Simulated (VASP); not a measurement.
Here is the system:

```yaml
crystal:
  lattice:
    - [0.00000, 2.07345, 2.07345]
    - [2.07345, 0.00000, 2.07345]
    - [2.07345, 2.07345, 0.00000]
  atoms:
    - { symbol: Li, position: [0.25000, 0.25000, 0.25000] }
    - { symbol: Li, position: [0.75000, 0.75000, 0.75000] }
    - { symbol: O, position: [0.00000, 0.00000, 0.00000] }
```

These are PBEsol GGA, VASP's PBE PAW potentials (set 64) (plane waves; VASP 6.6.1) values and carry that method's errors. Numerical set-up: 620 eV cut-off, 9×9×9 Γ-centred mesh, Gaussian smearing of 0.050 eV, potentials Li_sv O.

Problem. Estimate the energy per atom (σ→0), pressure.

Solution. 
- energy per atom (σ→0): -4.678 eV/atom
- pressure: 45.17 GPa

The absolute energy has meaning only against runs of the same code, potentials and settings.

The compound is Li2O in the antifluorite structure. It was relaxed first under an external pressure of 45 GPa.
